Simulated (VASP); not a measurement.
Energy against volume of KCl (rock salt). Level of theory: PBE GGA, VASP's PBE PAW potentials (set 64) (plane waves; VASP). Settings: 520 eV cut-off, 7×7×7 Γ-centred mesh, Gaussian smearing of 0.050 eV, potentials K_sv Cl.

```
V (Å³/atom)  E (eV/atom)
-----------  -----------
30.543          -3.39805
31.518          -3.40357
32.493          -3.40550
33.468          -3.40441
```

Task: Fit these four points and predict the energy of the run at 34.443 Å³/atom.

Result: A cubic in V^(−2/3), the third-order Birch-Murnaghan form, passes through the four points with V0 = 32.60 Å³/atom and B0 = 16 GPa, and gives -3.4008 eV/atom there. The run gave -3.4008 eV/atom, +0.0 meV/atom from the fit; all five points give B0 = 16 GPa.

The compound is KCl in the rock salt structure. It was relaxed first.
